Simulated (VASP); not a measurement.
Method: PBE GGA with D4 dispersion, VASP's PBE PAW potentials (set 64) (plane waves; VASP).

Input for VASP

**INCAR**
```
NELM  =  100
EDIFF  =  1E-7
ENCUT  =  520   # plane-wave cut-off (eV)
IVDW  =  13   # D4
LEFG  =  T
LCHARG  =  T
LORBIT  =  11
LASPH  =  T
GGA  =  PE   # PBE
SYSTEM  =  Mg3Sb2
ISIF  =  2   # forces and stress, cell fixed
LWAVE  =  F
NEDOS  =  601
PREC  =  Accurate
LREAL  =  F   # projection in real space or not
ISMEAR  =  -5   # tetrahedra, Bloechl
ALGO  =  Normal   # blocked Davidson
LMAXMIX  =  4
```

KPOINTS:
```
Automatic mesh
0
Gamma
6 6 4
0 0 0
```

**POSCAR**
```
Mg3Sb2
1
    2.2721212568    -3.9354296149     0.0000000000
    2.2721212568     3.9354296149    -0.0000000000
   -0.0000000000     0.0000000000     7.1551715179
Mg Sb
3 2
Direct
  1.0000000000   0.0000000000   1.0000000000
  0.3333330000   0.6666670000   0.6328366348
  0.6666670000   0.3333330000   0.3671633652
  0.3333330000   0.6666670000   0.2236373380
  0.6666670000   0.3333330000   0.7763626620
```

POTCAR, in this order: Mg Sb (PBE.64 set). Program: vasp_std.

Q: What will the output report for the number of irreducible k-points (NKPTS), largest plane-wave count, number of space-group operations, FFT grid (NGX, NGY, NGZ)?

A: 
```json
{
  "number of irreducible k-points (NKPTS)": "24",
  "largest_plane_wave_count": "3477",
  "number_of_space_group_operations": "12",
  "FFT grid (NGX, NGY, NGZ)": "36 × 36 × 54"
}
```

The compound is Mg3Sb2 in the a-la2o3 structure. It was relaxed first.
